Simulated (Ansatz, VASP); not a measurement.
# Two plane-wave programs on ZrAl5N6

```
Zr Al N
1.0
     3.33040    0.00000    0.00000
     0.00000    3.33040    0.00000
     0.00000    0.00000   14.12971
Zr Al N
1 5 6
Direct
  0.00000 0.00000 0.00000
  0.00000 0.00000 0.66667
  0.50000 0.50000 0.83333
  0.50000 0.50000 0.16667
  0.00000 0.00000 0.33333
  0.50000 0.50000 0.50000
  0.00000 0.00000 0.83333
  0.50000 0.50000 0.00000
  0.00000 0.00000 0.16667
  0.50000 0.50000 0.33333
  0.00000 0.00000 0.50000
  0.50000 0.50000 0.66667
```

Alike in both runs: task single point; functional PBE; k mesh 6 × 6 × 2; occupations gaussian, width 0.1 eV; no spin polarisation.

```csv
,VASP,Ansatz
version,VASP 6.6.1,Ansatz 0.2.0
potentials or method,"VASP PAW PBE potentials, release 64 (Zr_sv, Al, N)","scalar-relativistic, plane waves, PAW"
plane-wave cutoff (eV),520,420
valence electrons in the cell,57,57
```

```csv
,VASP,Ansatz,Ansatz less VASP
gap on the k mesh at the Fermi level (eV),none,none,-
rms of the force components (eV/Å),0.239,0.237,-0.0013
```

Atom by atom the forces differ by 0.001 eV/Å (rms over components). A gap of «none» marks a metal or a gap that the smearing closes.
